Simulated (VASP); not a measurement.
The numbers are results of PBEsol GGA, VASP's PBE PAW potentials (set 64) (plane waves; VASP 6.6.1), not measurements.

VASP ran on this input.

INCAR:
```
ALGO  =  Normal
EDIFF  =  1E-03
ENCUT  =  180
GGA  =  PS
ISIF  =  2
ISMEAR  =  0
LASPH  =  T
LCHARG  =  F
LREAL  =  F
LWAVE  =  F
NELM  =  100
PREC  =  Accurate
SIGMA  =  0.1
SYSTEM  =  K
```

**KPOINTS**
```
Automatic mesh
0
Gamma
3 3 3
0 0 0
```

File POSCAR:
```
K
5.4490720
 -0.5000000000   0.5000000000   0.5000000000
  0.5000000000  -0.5000000000   0.5000000000
  0.5000000000   0.5000000000  -0.5000000000
K
1
Direct
  0.0000000000   0.0000000000   0.0000000000
```

POTCAR, in this order: K_sv (PBE.64 set). Program: vasp_std.

Task: What will the output report for the number of irreducible k-points (NKPTS), largest plane-wave count, number of space-group operations, FFT grid (NGX, NGY, NGZ)?

Result: 
```
Quantity                                       Value
--------------------------------------  ------------
number of irreducible k-points (NKPTS)             4
largest plane-wave count                         454
number of space-group operations                  48
FFT grid (NGX, NGY, NGZ)                24 × 24 × 24
```

The structure comes from a computed database's K entry; how it stands against other phases isn't given here. The cell was not relaxed at this level. The k-mesh is coarse (spacing up to 0.54 per Å, 2π included), so the numbers may not be converged in it. The run is one of a series of settings (EDIFF = 1E-03, ENCUT = 180, GGA = PS, KPOINTS 3×3×3 Γ-centred mesh, POTCAR K_sv (PBE.64 set) against the base run), some of them coarse on purpose.
